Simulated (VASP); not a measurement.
# ZnGa3Bi (Pm-3m) in VASP: notebook

One crystal, ZnGa3Bi, is run at these levels: PBE, r2SCAN; tasks: relaxation of cell and atoms.

Everything below comes from runs of VASP 6.6.1. Logs are shortened: lines on timing, memory, paths and dates and some standing lists are left out, and cuts for length are marked.

### 1 The structure

The structure is cubic, space group Pm-3m (No. 221). Conventional cell: a = 4.711 Å, b = 4.711 Å, c = 4.711 Å, α = 90.00°, β = 90.00°, γ = 90.00°. Zn (site symmetry m-3m) is surrounded by 6 Ga at 2.36 Å. Ga (site symmetry 4/mmm) is surrounded by 2 Zn at 2.36 Å. Bi (site symmetry m-3m) is surrounded by 12 Ga at 3.33 Å.

The cell was built by a generator and needn't be a form met in nature.

### 2 Relaxation of cell and atoms, PBE

INCAR reads:

```
  PREC = Accurate
  ENCUT = 600
  EDIFF = 1E-7
  ISMEAR = 1
  SIGMA = 0.1
  LREAL = False
  LASPH = True
  NELM = 60
  ALGO = Normal
  ISIF = 3
  LWAVE = False
  LCHARG = False
  GGA = PE
  IBRION = 2
  NSW = 60
  EDIFFG = -0.01
```

KPOINTS reads:

```
regular mesh
0
Gamma
  6 6 6
```

POSCAR reads:

```
ZnGa3Bi
1.0
    4.7113867100      0.0000000000      0.0000000000
    0.0000000000      4.7113867100      0.0000000000
    0.0000000000      0.0000000000      4.7113867100
Zn Ga Bi
1 3 1
Direct
    0.5000000000      0.5000000000      0.5000000000
    0.5000000000      0.5000000000      0.0000000000
    0.0000000000      0.5000000000      0.5000000000
    0.5000000000      0.0000000000      0.5000000000
    0.0000000000      0.0000000000      0.0000000000
```

Potentials or basis: VASP PAW PBE potentials, release 64 (Zn, Ga_d, Bi_d).

Launch:

```console
cat potpaw_PBE.64/Zn/POTCAR potpaw_PBE.64/Ga_d/POTCAR potpaw_PBE.64/Bi_d/POTCAR > POTCAR
mpirun -np 1 vasp_std > vasp.out
```

OUTCAR:

```text
PREC = Accurate
   ENCUT = 600
   EDIFF = 1E-7
   ISMEAR = 1
   LREAL = False
   LASPH = True
   NELM = 60
   ISIF = 3
   GGA = PE
   IBRION = 2
   NSW = 60
   EDIFFG = -0.01

 ion  position               nearest neighbor table
   1  0.500  0.500  0.500-   2 2.36   3 2.36   4 2.36   2 2.36   4 2.36   3 2.36
   2  0.500  0.500  0.000-   1 2.36   1 2.36   5 3.33   5 3.33   5 3.33   5 3.33
   3  0.000  0.500  0.500-   1 2.36   1 2.36   5 3.33   5 3.33   5 3.33   5 3.33
   4  0.500  0.000  0.500-   1 2.36   1 2.36   5 3.33   5 3.33   5 3.33   5 3.33
   5  0.000  0.000  0.000-   2 3.33   3 3.33   4 3.33   3 3.33   4 3.33   2 3.33   3 3.33   3 3.33
                             2 3.33   4 3.33   4 3.33   2 3.33

  LATTYP: Found a simple cubic cell.
 ALAT       =     4.7113867100

  Lattice vectors:

 A1 = (   4.7113867100,   0.0000000000,   0.0000000000)
 A2 = (   0.0000000000,   4.7113867100,   0.0000000000)
 A3 = (   0.0000000000,   0.0000000000,   4.7113867100)

Analysis of symmetry for initial positions (statically):
=====================================================================
 Subroutine PRICEL returns:
 Original cell was already a primitive cell.

 Routine SETGRP: Setting up the symmetry group for a
 simple cubic supercell.

 Subroutine GETGRP returns: Found 48 space group operations
 (whereof 48 operations were pure point group operations)
 out of a pool of 48 trial point group operations.

The static configuration has the point symmetry O_h .

Analysis of symmetry for dynamics (positions and initial velocities):
=====================================================================
 Subroutine PRICEL returns:
 Original cell was already a primitive cell.

 Routine SETGRP: Setting up the symmetry group for a
 simple cubic supercell.

 Subroutine GETGRP returns: Found 48 space group operations
 (whereof 48 operations were pure point group operations)
 out of a pool of 48 trial point group operations.

The dynamic configuration has the point symmetry O_h .

 Subroutine INISYM returns: Found 48 space group operations
 (whereof 48 operations are pure point group operations),
 and found     1 'primitive' translations

----------------------------------------------------------------------------------------

                                     Primitive cell

  volume of cell :     104.5794

  direct lattice vectors                    reciprocal lattice vectors
     4.711386710  0.000000000  0.000000000     0.212251734  0.000000000  0.000000000
     0.000000000  4.711386710  0.000000000     0.000000000  0.212251734  0.000000000
     0.000000000  0.000000000  4.711386710     0.000000000  0.000000000  0.212251734

  length of vectors
     4.711386710  4.711386710  4.711386710     0.212251734  0.212251734  0.212251734

  position of ions in fractional coordinates (direct lattice)
     0.500000000  0.500000000  0.500000000
     0.500000000  0.500000000  0.000000000
     0.000000000  0.500000000  0.500000000
     0.500000000  0.000000000  0.500000000
     0.000000000  0.000000000  0.000000000

  ion indices of the primitive-cell ions
   primitive index   ion index
                 1           1
                 2           2
                 3           3
                 4           4
                 5           5

----------------------------------------------------------------------------------------

 KPOINTS: regular mesh

Automatic generation of k-mesh.
 Grid dimensions read from file:
 generate k-points for:    6    6    6

 Generating k-lattice:

  Cartesian coordinates                     Fractional coordinates (reciprocal lattice)
     0.035375289  0.000000000  0.000000000     0.166666667  0.000000000  0.000000000
     0.000000000  0.035375289  0.000000000     0.000000000  0.166666667  0.000000000
     0.000000000  0.000000000  0.035375289     0.000000000  0.000000000  0.166666667

  Length of vectors
     0.035375289  0.035375289  0.035375289

  Shift w.r.t. Gamma in fractional coordinates (k-lattice)
     0.000000000  0.000000000  0.000000000

 Subroutine IBZKPT returns following result:
 ===========================================

 Found     20 irreducible k-points:

 Following reciprocal coordinates:
            Coordinates               Weight
  0.000000  0.000000  0.000000      1.000000
  0.166667  0.000000  0.000000      6.000000
  0.333333  0.000000  0.000000      6.000000
  0.500000  0.000000  0.000000      3.000000
  0.166667  0.166667  0.000000     12.000000
  0.333333  0.166667  0.000000     24.000000
[... 12 lines left out ...]
  0.500000  0.500000  0.333333      6.000000
  0.500000  0.500000  0.500000      1.000000
   k-points           NKPTS =     20   k-points in BZ     NKDIM =     20   number of bands    NBANDS=     39
   number of dos      NEDOS =    301   number of ions     NIONS =      5
   total plane-waves  NPLWV =  64000
   dimension x,y,z NGX =    40 NGY =   40 NGZ =   40
   dimension x,y,z NGXF=    80 NGYF=   80 NGZF=   80
   ions per type =               1   3   1
   NGX,Y,Z   is equivalent  to a cutoff of  14.11, 14.11, 14.11 a.u.
   NGXF,Y,Z  is equivalent  to a cutoff of  28.23, 28.23, 28.23 a.u.
 SYSTEM =  unknown system
   PREC   = accura    normal or accurate (medium, high low for compatibility)
   ISTART =      0    job   : 0-new  1-cont  2-samecut
   ICHARG =      2    charge: 1-file 2-atom 10-const
   ISPIN  =      1    spin polarized calculation?
   LNONCOLLINEAR =      F non collinear calculations
   LSORBIT =      F    spin-orbit coupling
   LASPH  =      T    aspherical Exc in radial PAW
   ENCUT  =  600.0 eV  44.10 Ry    6.64 a.u.   9.41  9.41  9.41*2*pi/ulx,y,z
   NELM   =     60;   NELMIN=  2; NELMDL= -5     # of ELM steps
   EDIFF  = 0.1E-06   stopping-criterion for ELM
   LREAL  =      F    real-space projection
   EDIFFG = -.1E-01   stopping-criterion for IOM
   NSW    =     60    number of steps for IOM
   IBRION =      2    ionic relax: 0-MD 1-quasi-New 2-CG
   NFREE  =      1    steps in history (QN), initial steepest desc. (CG)
   ISIF   =      3    stress and relaxation
   ISYM   =      2    0-nonsym 1-usesym 2-fastsym
   POTIM  = 0.5000    time-step for ionic-motion
   TEBEG  =    0.0;   TEEND  =   0.0 temperature during run
   PSTRESS=    0.0 pullay stress
   NELECT =      66.0000    total number of electrons
   NUPDOWN=      -1.0000    fix difference up-down
   EMIN   =  10.00;   EMAX   =-10.00  energy-range for DOS
   EFERMI =   0.00;   METHOD = LEGACY
   ISMEAR =     1;   SIGMA  =   0.10  broadening in eV -4-tet -1-fermi 0-gaus
   EFERMI_NEDOS =   21; number of points for ismear=-14 and -15
   IALGO  =     38    algorithm
   IMIX   =      4    mixing-type and parameters
     AMIX     =   0.40;   BMIX     =  1.00
     AMIX_MAG =   1.60;   BMIX_MAG =  1.00
  volume/ion in A,a.u.               =      20.92       141.15
  Fermi-wavevector in a.u.,A,eV,Ry     =   1.404238  2.653625 26.829116  1.971884
  Thomas-Fermi vector in A             =   2.526820
   LORBIT       =      0    0 simple, 1 ext, 2 COOP (PROOUT), +10 PAW based schemes
   GGA     = PE    functional components
   LHFCALC =     F    Hartree Fock is set to
   AEXX    =    0.0000 exact exchange contribution
   IVDW    =     0    specifies the selected vdW correction
   LEPSILON=     F    determine dielectric tensor
   LRPA    =     F    only Hartree local field effects (RPA)
 conjugate gradient relaxation of ions
 non-spin polarized calculation
 Methfessel and Paxton  Order N= 1 SIGMA  =   0.10
  energy-cutoff  :      600.00
  volume of cell :      104.58
 maximum number of plane-waves:      3532
 NGX is ok and might be reduce to    40
   NGX = 19   NGY = 19   NGZ = 19

--------------------------------------- Ionic step        1  -------------------------------------------

 number of electron      66.0000007 magnetization

 Free energy of the ion-electron system (eV)
  ---------------------------------------------------
  ext. energy  EPLUGINS =         0.00000000
  ---------------------------------------------------
  free energy    TOTEN  =       -12.26770773 eV

  energy without entropy =      -12.26266744  energy(sigma->0) =      -12.26602763

 E-fermi :   5.6689     XC(G=0): -10.7140

 val. band max:        5.6683459993   @ k =   0.3333   0.3333   0.1667
 cond. band min:       5.6808386154   @ k =   0.1667   0.0000   0.0000
 fundamental gap:      0.0124926161
 Fermi energy:         5.6688591461

 k-point     1 :       0.0000    0.0000    0.0000
  band No.  band energies     occupation
      1     -16.7599      2.00000
      2     -16.7599      2.00000
      3     -16.7573      2.00000
      4     -16.7573      2.00000
      5     -16.7573      2.00000
      6      -9.6457      2.00000
[... 31 lines left out ...]
     38       8.7926      0.00000
     39       8.7926      0.00000
[... 857 lines left out ...]
 POSITION                                       TOTAL-FORCE (eV/Angst)
 -----------------------------------------------------------------------------------
      2.47445      2.47445      2.47445        -0.000000     -0.000000      0.000000
      2.47445      2.47445      0.00000         0.000000      0.000000      0.000000
     -0.00000      2.47445      2.47445         0.000000      0.000000      0.000000
      2.47445     -0.00000      2.47445         0.000000     -0.000000      0.000000
      0.00000      0.00000      0.00000         0.000000      0.000000      0.000000
 -----------------------------------------------------------------------------------
    total drift:                               -0.000000      0.000000     -0.000000

  FREE ENERGIE OF THE ION-ELECTRON SYSTEM (eV)
  ---------------------------------------------------
  free  energy   TOTEN  =       -12.5898618668 eV

  energy  without entropy=      -12.5859732138  energy(sigma->0) =      -12.58856565

--------------------------------------- Ionic step        3  -------------------------------------------

 number of electron      65.9999932 magnetization

 Free energy of the ion-electron system (eV)
  ---------------------------------------------------
  ext. energy  EPLUGINS =         0.00000000
  ---------------------------------------------------
  free energy    TOTEN  =       -12.59324073 eV

  energy without entropy =      -12.58895747  energy(sigma->0) =      -12.59181298

 E-fermi :   4.4283     XC(G=0): -10.0785

 val. band max:        4.3974372752   @ k =   0.5000   0.1667   0.1667
 cond. band min:       4.4376304058   @ k =   0.3333   0.3333   0.1667
 fundamental gap:      0.0401931306
 Fermi energy:         4.4282766355

 k-point     1 :       0.0000    0.0000    0.0000
  band No.  band energies     occupation
      1     -17.9063      2.00000
      2     -17.9063      2.00000
      3     -17.9046      2.00000
      4     -17.9046      2.00000
      5     -17.9046      2.00000
      6     -10.6892      2.00000
[... 31 lines left out ...]
     38       7.4767      0.00000
     39       7.4767      0.00000
[... 809 lines left out ...]
 VOLUME and BASIS-vectors are now :
 -----------------------------------------------------------------------------
  energy-cutoff  :      600.00
  volume of cell :      119.36
      direct lattice vectors                 reciprocal lattice vectors
     4.923674518  0.000000000  0.000000000     0.203100346  0.000000000  0.000000000
    -0.000000000  4.923674518  0.000000000    -0.000000000  0.203100346  0.000000000
    -0.000000000 -0.000000000  4.923674518    -0.000000000 -0.000000000  0.203100346

 POSITION                                       TOTAL-FORCE (eV/Angst)
 -----------------------------------------------------------------------------------
      2.46184      2.46184      2.46184        -0.000000     -0.000000      0.000000
      2.46184      2.46184      0.00000         0.000000      0.000000      0.000000
     -0.00000      2.46184      2.46184         0.000000     -0.000000      0.000000
      2.46184     -0.00000      2.46184         0.000000      0.000000      0.000000
      0.00000      0.00000      0.00000         0.000000     -0.000000      0.000000
 -----------------------------------------------------------------------------------
    total drift:                               -0.000000      0.000000     -0.000000

  FREE ENERGIE OF THE ION-ELECTRON SYSTEM (eV)
  ---------------------------------------------------
  free  energy   TOTEN  =       -12.5932407299 eV

  energy  without entropy=      -12.5889574735  energy(sigma->0) =      -12.59181298

 reached required accuracy - stopping structural energy minimisation
```

It took 5.2 min on 1 thread of AMD EPYC 7R43 (Zen 3), shared host; peak memory 0.27 GiB.

What came out:

| Property | Result |
| --- | --- |
| Free energy | -12.5932 eV |
| Relaxed volume | 23.87 Å³/atom |
| Relaxed cell | a = 4.924 Å, b = 4.924 Å, c = 4.924 Å, α = 90.00°, β = 90.00°, γ = 90.00° |
| Space group after relaxing (to 0.05 Å) | Pm-3m (No. 221) |
| Energy gained by relaxing | 65.1 meV/atom |
| Ionic steps | 3 |
| Pressure after relaxing | 0.1 GPa |
| Band gap on the k mesh | none (metal or under the smearing width) |

Step by step:
| step | energy change (eV) | largest force (eV/Å) | pressure (GPa) | volume (Å³) |
| --- | --- | --- | --- | --- |
| 1 | 0.0000 | 0.0000 | 8.00 | 104.58 |
| 2 | -0.3222 | 0.0000 | -0.61 | 121.21 |
| 3 | -0.3255 | 0.0000 | 0.07 | 119.36 |

Final structure:
```
Zn Ga Bi
1.0
     4.92367    0.00000    0.00000
     0.00000    4.92367    0.00000
     0.00000    0.00000    4.92367
Zn Ga Bi
1 3 1
Direct
  0.50000 0.50000 0.50000
  0.50000 0.50000 0.00000
  0.00000 0.50000 0.50000
  0.50000 0.00000 0.50000
  0.00000 0.00000 0.00000
```

Caveat: spin-orbit coupling is left out, which moves the levels of the heavy elements.

[end of part 1 of 2]
